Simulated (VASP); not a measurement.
Data:

```
NiSi2
1.0
    0.00000     2.67882     2.67882
    2.67882     0.00000     2.67882
    2.67882     2.67882     0.00000
Si Ni
2 1
Cartesian
  1.33941   1.33941   1.33941
  4.01823   4.01823   4.01823
  0.00000   0.00000   0.00000
```

Method: LDA (Ceperley-Alder, Perdew-Zunger), VASP's LDA PAW potentials (set 64) (plane waves; VASP 6.6.1). Settings: 530 eV cut-off, 9×9×9 Γ-centred mesh, first-order Methfessel-Paxton smearing of 0.10 eV, potentials Si Ni.

Finite-difference elastic constants of metals are sensitive to mesh and smearing; shear constants can be off by tens of GPa.

### Question
Give the elastic stiffness tensor with the ions relaxed (GPa, in the frame of the cell).

### Answer

|  | xx | yy | zz | yz | xz | xy |
|---|---|---|---|---|---|---|
| xx | 201 | 139 | 139 | 0.0 | 0.0 | 0.0 |
| yy | 139 | 201 | 139 | 0.0 | 0.0 | 0.0 |
| zz | 139 | 139 | 201 | 0.0 | 0.0 | 0.0 |
| yz | 0.0 | 0.0 | 0.0 | 67.1 | 0.0 | 0.0 |
| xz | 0.0 | 0.0 | 0.0 | 0.0 | 67.1 | 0.0 |
| xy | 0.0 | 0.0 | 0.0 | 0.0 | 0.0 | 67.1 |

### Question
What does the run give for the Hill bulk modulus, Hill shear modulus, Young's modulus, Poisson's ratio?

### Answer

The Hill bulk modulus is 160 GPa, the Hill shear modulus comes out as 49.4 GPa and the Young's modulus is 134 GPa. The Poisson's ratio comes out as 0.360.

The compound is NiSi2 in the fluorite structure. It was relaxed first. The run is not spin-polarised, so no magnetic state was tried.
